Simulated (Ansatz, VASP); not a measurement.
# AlN in two plane-wave programs, part 2 of 3

Aim: how closely do two programs agree when they are given the same cell, functional and k mesh? The cell is taken from a series of runs on this material, whose earlier steps may have relaxed, scaled, displaced or heated it; both programs get it as it stands.

VASP 6.6.1 and Ansatz 0.2.0.

So far: Set-up; VASP: zone-centre phonons, LDA, pair 1.

## (2) VASP: zone-centre phonons, LDA, pair 1 (continued)

Level of this step: LDA; plane waves and PAW (N, Al) (VASP).

Numbers of over 12 decimals in the logs are rounded to 6 here.

OUTCAR, selected parts (step 2):

```text
ion  position               nearest neighbor table
   1  0.333  0.667  0.375-   4 1.83   4 1.83   4 1.83   3 1.87
   2  0.667  0.333  0.875-   3 1.83   3 1.83   3 1.83   4 1.87
   3  0.333  0.667  0.005-   2 1.83   2 1.83   2 1.83   1 1.87   4 3.05   4 3.05   4 3.05   4 3.05
                             4 3.05   4 3.05
   4  0.667  0.333  0.505-   1 1.83   1 1.83   1 1.83   2 1.87   3 3.05   3 3.05   3 3.05   3 3.05
                             3 3.05   3 3.05

  LATTYP: Found a hexagonal cell.
 ALAT       =     2.9650775686
 C/A-ratio  =     1.7041994538

 Subroutine GETGRP returns: Found 12 space group operations
 (whereof  6 operations were pure point group operations)

The static configuration has the point symmetry C_3v.
 The point group associated with its full space group is C_6v.

 Found     48 irreducible k-points:

   k-points           NKPTS =     48   k-points in BZ     NKDIM =     48   number of bands    NBANDS=     14

   dimension x,y,z NGX =    24 NGY =   24 NGZ =   40
   dimension x,y,z NGXF=    48 NGYF=   48 NGZF=   80

   ENCUT  =  600.0 eV  44.10 Ry    6.64 a.u.   5.92  5.92 10.09*2*pi/ulx,y,z

   NELECT =      16.0000    total number of electrons

 k-points in reciprocal lattice and weights: Automatic mesh
   0.00000000  0.00000000  0.00000000       0.002
   0.11111111  0.00000000  0.00000000       0.012
   0.22222222  0.00000000  0.00000000       0.012
   0.33333333  0.00000000  0.00000000       0.012
   0.44444444  0.00000000  0.00000000       0.012
   0.11111111  0.11111111  0.00000000       0.012
   0.22222222  0.11111111  0.00000000       0.025
   0.33333333  0.11111111  0.00000000       0.025
   0.44444444  0.11111111  0.00000000       0.012
[...]
0.33333333  0.22222222  0.50000000       0.025
   0.33333333  0.33333333  0.50000000       0.004

 average (electrostatic) potential at core
       1 -58.9797       2 -58.9797       3 -68.8287       4 -68.8287

 POSITION                                       TOTAL-FORCE (eV/Angst)
 -----------------------------------------------------------------------------------
      0.00000      1.71189      1.89561         0.000000     -0.000000     -0.011922
      1.48254      0.85594      4.42215        -0.000000      0.000000     -0.011922
      0.00000      1.71189      0.02456        -0.000000      0.000000      0.011922
      1.48254      0.85594      2.55111        -0.000000     -0.000000      0.011922
 -----------------------------------------------------------------------------------
    total drift:                               -0.000000     -0.000000      0.001068

 MACROSCOPIC STATIC DIELECTRIC TENSOR (including local field effects in DFT)
 ------------------------------------------------------
           4.319884    -0.000000    -0.000000
          -0.000000     4.319884     0.000000
           0.000000    -0.000000     4.640099
 ------------------------------------------------------

 PIEZOELECTRIC TENSOR (including local field effects)  for field in x, y, z        (C/m^2)
          XX          YY          ZZ          XY          YZ          ZX
  --------------------------------------------------------------------------------
  x     0.00000    -0.00000     0.00000     0.00000     0.00000     0.34211
  y     0.00000     0.00000     0.00000     0.00000     0.34211     0.00000
  z     0.28486     0.28486    -0.55919     0.00000     0.00000     0.00000

 BORN EFFECTIVE CHARGES (including local field effects) (in |e|, cummulative output)
 ---------------------------------------------------------------------------------
 ion    1
    1    -2.50047     0.00000    -0.00000
    2     0.00000    -2.50047     0.00000
    3     0.00000    -0.00000    -2.63922
 ion    2
    1    -2.50047     0.00000     0.00000
    2     0.00000    -2.50047     0.00000
    3     0.00000     0.00000    -2.63922
 ion    3
    1     2.50047     0.00000     0.00000
    2     0.00000     2.50047     0.00000
    3     0.00000     0.00000     2.63922
 ion    4
    1     2.50047     0.00000    -0.00000
    2     0.00000     2.50047     0.00000
    3     0.00000    -0.00000     2.63922

 Eigenvectors and eigenvalues of the dynamical matrix
 ----------------------------------------------------

   1 f  =   23.172345 THz   145.596137 2PiTHz  772.946226 cm-1    95.833075 meV
             X         Y         Z           dx          dy          dz
      0.000000  1.711888  1.895609     0.000000   -0.000000   -0.706846
      1.482539  0.855944  4.422150    -0.000000   -0.000000    0.706846
      0.000000  1.711888  0.024563     0.000000    0.000000   -0.019193
      1.482539  0.855944  2.551105    -0.000000    0.000000    0.019193

   2 f  =   22.333590 THz   140.326083 2PiTHz  744.968366 cm-1    92.364264 meV
             X         Y         Z           dx          dy          dz
      0.000000  1.711888  1.895609     0.000283    0.573776   -0.000000
      1.482539  0.855944  4.422150     0.000283    0.573776    0.000000
      0.000000  1.711888  0.024563    -0.000204   -0.413256    0.000000
      1.482539  0.855944  2.551105    -0.000204   -0.413256    0.000000

   3 f  =   22.333590 THz   140.326083 2PiTHz  744.968366 cm-1    92.364264 meV
             X         Y         Z           dx          dy          dz
      0.000000  1.711888  1.895609    -0.573776    0.000283   -0.000000
      1.482539  0.855944  4.422150    -0.573776    0.000283   -0.000000
      0.000000  1.711888  0.024563     0.413256   -0.000204    0.000000
      1.482539  0.855944  2.551105     0.413256   -0.000204    0.000000

   4 f  =   22.061368 THz   138.615662 2PiTHz  735.888016 cm-1    91.238445 meV
             X         Y         Z           dx          dy          dz
      0.000000  1.711888  1.895609    -0.000371   -0.586821   -0.000000
      1.482539  0.855944  4.422150     0.000371    0.586821   -0.000000
      0.000000  1.711888  0.024563    -0.000250   -0.394514   -0.000000
      1.482539  0.855944  2.551105     0.000250    0.394514    0.000000

   5 f  =   22.061368 THz   138.615662 2PiTHz  735.888016 cm-1    91.238445 meV
             X         Y         Z           dx          dy          dz
      0.000000  1.711888  1.895609     0.586821   -0.000371    0.000000
      1.482539  0.855944  4.422150    -0.586821    0.000371    0.000000
      0.000000  1.711888  0.024563     0.394514   -0.000250   -0.000000
      1.482539  0.855944  2.551105    -0.394514    0.000250   -0.000000

   6 f  =   20.670925 THz   129.879254 2PiTHz  689.507847 cm-1    85.488039 meV
             X         Y         Z           dx          dy          dz
      0.000000  1.711888  1.895609     0.000000    0.000000   -0.573727
      1.482539  0.855944  4.422150     0.000000    0.000000   -0.573727
      0.000000  1.711888  0.024563    -0.000000   -0.000000    0.413325
      1.482539  0.855944  2.551105    -0.000000   -0.000000    0.413325

   7 f  =   17.954519 THz   112.811571 2PiTHz  598.898291 cm-1    74.253891 meV
             X         Y         Z           dx          dy          dz
      0.000000  1.711888  1.895609     0.000000   -0.000000   -0.019193
      1.482539  0.855944  4.422150     0.000000    0.000000    0.019193
      0.000000  1.711888  0.024563    -0.000000   -0.000000    0.706846
      1.482539  0.855944  2.551105     0.000000    0.000000   -0.706846

   8 f  =    6.594225 THz    41.432735 2PiTHz  219.959656 cm-1    27.271509 meV
             X         Y         Z           dx          dy          dz
      0.000000  1.711888  1.895609    -0.000258    0.394514   -0.000000
      1.482539  0.855944  4.422150     0.000258   -0.394514   -0.000000
      0.000000  1.711888  0.024563     0.000384   -0.586821   -0.000000
      1.482539  0.855944  2.551105    -0.000384    0.586821   -0.000000

   9 f  =    6.594225 THz    41.432735 2PiTHz  219.959656 cm-1    27.271509 meV
             X         Y         Z           dx          dy          dz
      0.000000  1.711888  1.895609     0.394514    0.000258    0.000000
      1.482539  0.855944  4.422150    -0.394514   -0.000258    0.000000
      0.000000  1.711888  0.024563    -0.586821   -0.000384    0.000000
      1.482539  0.855944  2.551105     0.586821    0.000384    0.000000

  10 f/i=    0.000824 THz     0.005177 2PiTHz    0.027484 cm-1     0.003408 meV
             X         Y         Z           dx          dy          dz
      0.000000  1.711888  1.895609    -0.000000    0.000000   -0.413325
      1.482539  0.855944  4.422150    -0.000000    0.000000   -0.413325
      0.000000  1.711888  0.024563    -0.000000    0.000000   -0.573727
      1.482539  0.855944  2.551105    -0.000000    0.000000   -0.573727

  11 f/i=    0.001801 THz     0.011316 2PiTHz    0.060076 cm-1     0.007448 meV
             X         Y         Z           dx          dy          dz
      0.000000  1.711888  1.895609     0.270554   -0.312380   -0.000000
      1.482539  0.855944  4.422150     0.270554   -0.312380   -0.000000
      0.000000  1.711888  0.024563     0.375645   -0.433717   -0.000000
      1.482539  0.855944  2.551105     0.375645   -0.433717   -0.000000

  12 f/i=    0.001801 THz     0.011316 2PiTHz    0.060076 cm-1     0.007448 meV
             X         Y         Z           dx          dy          dz
      0.000000  1.711888  1.895609    -0.312380   -0.270554   -0.000000
      1.482539  0.855944  4.422150    -0.312380   -0.270554   -0.000000
      0.000000  1.711888  0.024563    -0.433717   -0.375645   -0.000000
      1.482539  0.855944  2.551105    -0.433717   -0.375645   -0.000000

 MACROSCOPIC STATIC DIELECTRIC TENSOR IONIC CONTRIBUTION
 ------------------------------------------------------
           3.126551     0.000000    -0.000000
           0.000000     3.126551    -0.000000
          -0.000000    -0.000000     4.065673
 ------------------------------------------------------

 ELASTIC MODULI CONTR FROM IONIC RELAXATION (kBar)
 Direction    XX          YY          ZZ          XY          YZ          ZX
 --------------------------------------------------------------------------------
 XX       -1197.7976    433.1026    532.0458     -0.0000     -0.0000     -0.0000
 YY         433.1026  -1197.7976    532.0458      0.0000      0.0000      0.0000
 ZZ         532.0458    532.0458   -740.3545      0.0000     -0.0000     -0.0000
 XY          -0.0000      0.0000      0.0000   -815.4501     -0.0000      0.0000
 YZ          -0.0000      0.0000     -0.0000     -0.0000   -346.6571     -0.0000
 ZX          -0.0000      0.0000     -0.0000      0.0000     -0.0000   -361.8125
 --------------------------------------------------------------------------------

 PIEZOELECTRIC TENSOR IONIC CONTR  for field in x, y, z        (C/m^2)
          XX          YY          ZZ          XY          YZ          ZX
  --------------------------------------------------------------------------------
  x    -0.00000     0.00000    -0.00000     0.00000    -0.00000    -1.00080
  y    -0.00000     0.00000    -0.00000    -0.00000    -0.97961    -0.00000
  z    -1.17319    -1.17319     1.63252    -0.00000     0.00000     0.00000
```

## (3) Ansatz: zone-centre phonons, LDA, pair 1

Ansatz runs on its PAW soft_1 files.

The same cell, functional (in two slightly different forms) and mesh now go to Ansatz, which takes its cutoff from its data sets.

File input.yaml:

```yaml
crystal:
  lattice:
    - [2.9650775686, 0.0, 0.0]
    - [-1.4825387843, 2.5678324986, 0.0]
    - [0.0, 0.0, 5.0530835729]
  atoms:
    - { symbol: "N", position: [0.3333333333, 0.6666666667, 0.3751389642] }
    - { symbol: "N", position: [0.6666666667, 0.3333333333, 0.8751389642] }
    - { symbol: Al, position: [0.3333333333, 0.6666666667, 0.0048610358] }
    - { symbol: Al, position: [0.6666666667, 0.3333333333, 0.5048610358] }
kpoints:
  mp_grid: { grid: [9, 9, 6] }
hamiltonian:
  xc: lda
  pseudopotentials: { kind: paw, azcp: { folder: soft_1 }, xc_functional: pbe }
scf:
  occupations: { method: fixed }
output:
  eigenvalues: true
phonons:
  method: dfpt
  dielectric: true
  rigid_motions: translations
```

The run is started by

```console
$ ansatz run input.yaml --threads 8 --pin off --max-ram 16384MiB --backend cpu --events-out ev --progress --plain --runs-dir out
```

The log of the run:

```text
Engine: ansatz 0.2.0, aarch64-unknown-linux-gnu
Pseudopotentials: kind: paw
Pseudopotential: N, paw, valence charge 5, recommended cutoff 420 eV (normal), soft_1/N.paw.azcp
Pseudopotential: Al, paw, valence charge 3, recommended cutoff 420 eV (normal), soft_1/Al.paw.azcp
Functional definition: SPW92
  exchange = slater_x
  correlation = pw_c
Crystal: 4 atoms, lattice volume = 38.473 Å³
Basis set: ecut = 420 eV, 737 PW (Γ), exchange–correlation on 40×40×72 points (8 copies of the dense FFT grid, shifted against one another)
Bands: 12, of which v1, the nominal top of the filled ones, is band 8 counted from 1 (7 counted from 0)
Symmetry: 12 space group operations
k-points: 140 of 486 (irreducible under 2 space group operations, time reversal used)
Non-local potential: N, projectors of the file, l = 0: 2, l = 1: 2, l = 2: 1
Non-local potential: Al, projectors of the file, l = 0: 2, l = 1: 2, l = 2: 1
PAW form: soft (Blöchl's): semilocal exchange-correlation on the pseudo side does not see the compensation charge
PAW frozen core: N, regenerated for the run's functional, and the local potential with it (the file was generated under x = pbe(κ = 0.804, μ = 0.219515), c = pbe(β = 0.066725))
PAW frozen core: Al, regenerated for the run's functional, and the local potential with it (the file was generated under x = pbe(κ = 0.804, μ = 0.219515), c = pbe(β = 0.066725))
PAW one-centre angular grid: N, 110 points (default); XC on 64 Gauss nodes
PAW one-centre angular grid: Al, 110 points (default); XC on 64 Gauss nodes
Initial density: superposition of atomic densities (chi_scale 0.1, normalization cell, long waves kept (reshape's long-wave potential 0.00 eV rms))
Initial wavefunctions: pseudopotential atomic-orbital guess
Functional: x = slater, c = lda
SCF iter   1: F=—  HF=-1782.892331 eV  |F-HF|=—  |Δ(HF+E_count)|=         —  Δρ=1.49e-1  dr2=9.97e0  ethr=3.10e-3  ⟨swp⟩=4.8  Hψ=9213  notcnv=0  defer=187
preconditioner: auto → none  [insulator: Δε(μ)=6.350 eV  Ē_g=14.876 eV  n_scr=2 (ndim 8)  ℏωp=23.9 eV  f_vac=0.000  ε∞_Penn≈3.6]
SCF iter   2: F=—  HF=-1779.954854 eV  |F-HF|=—  |Δ(HF+E_count)|=    2.94e0  Δρ=7.66e-2  dr2=1.29e0  ethr=3.10e-3  ⟨swp⟩=3.1  Hψ=5049  notcnv=0  defer=278
SCF iter   3: F=—  HF=-1779.543750 eV  |F-HF|=—  |Δ(HF+E_count)|=   4.11e-1  Δρ=2.26e-2  dr2=9.84e-2  ethr=3.10e-3  ⟨swp⟩=2.2  Hψ=3966  notcnv=0  defer=261
SCF iter   4: F=—  HF=-1779.501390 eV  |F-HF|=—  |Δ(HF+E_count)|=   4.24e-2  Δρ=7.97e-4  dr2=9.32e-5  ethr=6.15e-4  ⟨swp⟩=2.0  Hψ=2015  notcnv=0  defer=280
SCF iter   5: F=—  HF=-1779.501313 eV  |F-HF|=—  |Δ(HF+E_count)|=   7.67e-5  Δρ=2.61e-4  dr2=8.95e-6  ethr=5.82e-7  ⟨swp⟩=2.0  Hψ=2801  notcnv=0  defer=280
SCF iter   6: F=—  HF=-1779.501308 eV  |F-HF|=—  |Δ(HF+E_count)|=   5.60e-6  Δρ=4.81e-5  dr2=4.71e-7  ethr=5.59e-8  ⟨swp⟩=2.1  Hψ=2805  notcnv=0  defer=6
SCF iter   7: F=—  HF=-1779.501307 eV  |F-HF|=—  |Δ(HF+E_count)|=   4.82e-7  Δρ=5.72e-6  dr2=6.54e-9  ethr=2.94e-9  ⟨swp⟩=2.9  Hψ=2714  notcnv=0
SCF iter   8: F=-1779.501307 eV  HF=-1779.501307 eV  |F-HF|=1.18e-11  |Δ(HF+E_count)|=   1.11e-9  Δρ=4.79e-7  dr2=3.46e-11  ethr=1.00e-12  ⟨swp⟩=5.1  Hψ=11068  notcnv=0
SCF 1 converged in 8 iterations: F = -1779.501307 eV  dr2 = 3.46e-11
  greatest PAW one-centre occupation: 0.788 electrons in one spin orbital (limit 2), on the N atom at site 1 (counted from 0), in its partial waves of l = 0
NSCF: frozen V_eff on 4 k-points
DFPT response loops at Γ: preconditioner auto → none (the input reference at scf.mixing.eps_inf says where Resta's filter doesn't serve); β = 0.50; Broyden in place of MSR1
── the response to a field inside a basis, on 10×10×6 k-points: an SCF that follows is theirs, and a resumed run solves both again ──
Bands: 9, of which v1, the nominal top of the filled ones, is band 8 counted from 1 (7 counted from 0)
k-points: 90 of 600 (irreducible under 4 space group operations, time reversal used)
Initial density: handed on by an earlier stage of this run
Initial wavefunctions: pseudopotential atomic-orbital guess (no wavefunctions were taken with the density)
Eigensolver: Dense (90 Hₖ)
SCF iter   1: F=—  HF=-1779.503287 eV  |F-HF|=—  |Δ(HF+E_count)|=         —  Δρ=3.96e-4  dr2=8.43e-6  ethr=1.00e-1
preconditioner: auto → none  [insulator: Δε(μ)=4.725 eV  Ē_g=11.282 eV  n_scr=2 (ndim 8)  ℏωp=23.9 eV  f_vac=0.000  ε∞_Penn≈5.5]
SCF iter   2: F=—  HF=-1779.503287 eV  |F-HF|=—  |Δ(HF+E_count)|=   8.14e-8  Δρ=1.90e-4  dr2=2.34e-6  ethr=5.27e-8
SCF iter   3: F=—  HF=-1779.503288 eV  |F-HF|=—  |Δ(HF+E_count)|=   5.97e-7  Δρ=6.30e-5  dr2=8.56e-7  ethr=1.46e-8
SCF iter   4: F=-1779.503288 eV  HF=-1779.503288 eV  |F-HF|=1.61e-10  |Δ(HF+E_count)|=   2.42e-7  Δρ=5.32e-6  dr2=3.01e-9  ethr=5.35e-9
SCF 1 converged in 4 iterations: F = -1779.503288 eV  dr2 = 3.01e-9
  greatest PAW one-centre occupation: 0.788 electrons in one spin orbital (limit 2), on the N atom at site 0 (counted from 0), in its partial waves of l = 0
DFPT response loops at Γ: mixed as the last ones told, above
SCF converged after 8 iterations
Free energy (F): -1779.501307 eV
Harris-Foulkes:  -1779.501307 eV  (|F-HF|=1.18e-11)
Internal energy: -1779.501307 eV  (E = F + TS)
E sigma→0 (E₀):  -1779.501307 eV
Fermi energy:    7.725150 eV
--- Per-component energies (eV) ---
  E_band       = 38.160970
  E_kinetic    = 319.274939
  E_local      = -405.813021  (includes V_loc(G=0)·N_el)
  E_nonlocal   = 94.728848
  E_hartree    = 148.982477
  E_xc         = -198.006845
  E_vxc        = -215.836998  (∫ρ·V_xc dr)
  E_paw        = -1130.310534  (= ΣΔE_a)
  E_vpaw       = -52.159504  (= ΣTr[D̂ρ^β])
  E_aug_tail   = 0.001739  (compensation charges beyond the density's cutoff)
  E_ewald      = -608.630432
  E_core_change = 0.271521  (= ΣΔE_core)
  E_smearing   = -0.000000  (= −TS)
  E_closure    = -0.000000  (closes the sum)
  Σ components = -1779.501307   (vs F -1779.501307, Δ=0.00e0)
--- Band table (eV; the first three rows and the last of 140) ---
  k-point 0: bands = [... 4 lower, 7.2237, 7.3096, 7.7252, 7.7252, 12.5455, 15.6485, 18.4334, 19.9532]
  k-point 1: bands = [... 4 lower, 7.2556, 7.2556, 7.6903, 7.6903, 13.0464, 15.6814, 18.2790, 19.8719]
  k-point 2: bands = [... 4 lower, 7.3444, 7.3444, 7.5954, 7.5954, 14.0763, 15.6088, 18.0651, 19.0125]
  k-point 139: bands = [... 4 lower, 5.1095, 5.1095, 6.3617, 6.3617, 14.2384, 14.2384, 17.4629, 17.4629]
--- Phonons (Γ-DFPT): 4 representative perturbations + reference, on 140 of 486 k-points (Σ response iterations 12) ---
  k mesh reduced under 2 symmetry operations, with k and −k counted as one. Each operation leaves every solved perturbation unchanged. A smaller set is not considered because the run solves the response to a homogeneous field
  ASR residual: 9.860e-5 → 0.000e0 eV/Å²; symmetrization residual: 4.596e-6 eV/Å²
  ASR residual per site (eV/Å²): 9.86e-5 9.86e-5 3.66e-5 3.66e-5
  Γ frequencies (cm⁻¹): 0.00 0.00 0.00 219.77 219.77 597.14 683.81 729.07 729.07 738.67 738.67 768.09
  ε∞ (high-frequency dielectric tensor):
        4.322489    -0.000000    -0.000000
        0.000000     4.322489    -0.000000
        0.000000    -0.000000     4.645690
  ε⁰ (static dielectric tensor: ions relaxed, cell fixed):
        7.536683    -0.000000    -0.000000
        0.000000     7.536683     0.000000
       -0.000000     0.000000     8.823034
  ε⁰ − ε∞ (ionic part):
        3.214193     0.000000    -0.000000
        0.000000     3.214193     0.000000
       -0.000000     0.000000     4.177344
  softest optical mode at Γ: 219.77 cm⁻¹; the repairs (sum rule, projections) moved no ω² at Γ by more than (1.73 cm⁻¹)²
  Born effective charges Z* (e; rows j = field, columns β = displacement):
    site 0:
        -2.51429    0.00000   -0.00000
         0.00000   -2.51429   -0.00000
         0.00000   -0.00000   -2.65349
    site 1:
        -2.51429   -0.00000    0.00000
        -0.00000   -2.51429    0.00000
        -0.00000    0.00000   -2.65349
    site 2:
         2.51429   -0.00000    0.00000
         0.00000    2.51429    0.00000
         0.00000    0.00000    2.65349
    site 3:
         2.51429   -0.00000   -0.00000
         0.00000    2.51429    0.00000
        -0.00000   -0.00000    2.65349
  Z* charge neutrality: 1.202e-3 e pre-enforcement
  solved inside a basis spanned on kpoints, on 10×10×6 k-points, its susceptibility summed on 14×14×8: ε∞ is read to err by 2.0e-2, Z* by 1.4e-2 e (field_mesh: kpoints solves on kpoints); Z* is corrected for what the basis lacks
  optical modes at Γ without the LO–TO term, one row a degenerate level:
      ω (cm⁻¹)  modes    IR ((D/Å)²/amu)
        219.77      2             0.0000
        597.14      1             0.0000
        683.81      1            35.2352
[...]
optical modes at Γ + LO–TO along q̂ = [1.0000, 0.0000, 0.0000]:
      ω (cm⁻¹)  modes    IR ((D/Å)²/amu)
[...]
optical modes at Γ + LO–TO along q̂ = [0.0000, 1.0000, 0.0000]:
      ω (cm⁻¹)  modes    IR ((D/Å)²/amu)
[...]
768.09      1             0.0000
        975.38      1            31.6355
  optical modes at Γ + LO–TO along q̂ = [0.0000, 0.0000, 1.0000]:
      ω (cm⁻¹)  modes    IR ((D/Å)²/amu)
        219.77      2             0.0000
        597.14      1             0.0000
        729.07      2             0.0000
        738.67      2            63.2709
        768.09      1             0.0000
        942.37      1            35.2352
```

The column dr2 measures how far the density is from self-consistency, as an energy; F and HF (Harris–Foulkes) agree once it is small.

[end of part 2 of 3]

[Lines on the potential files, build, host, timing and source positions are cut from VASP's logs without a mark.]

[Logs are printed without paths, hosts, clocks, repeated set-up lines and the standing remarks that a program may print on its own settings, such as how far it seeks lower states.]

[Hosts, paths, dates, database ids (printed as entryN), source tags and the programs' standing remarks are cut or masked in the printed files.]
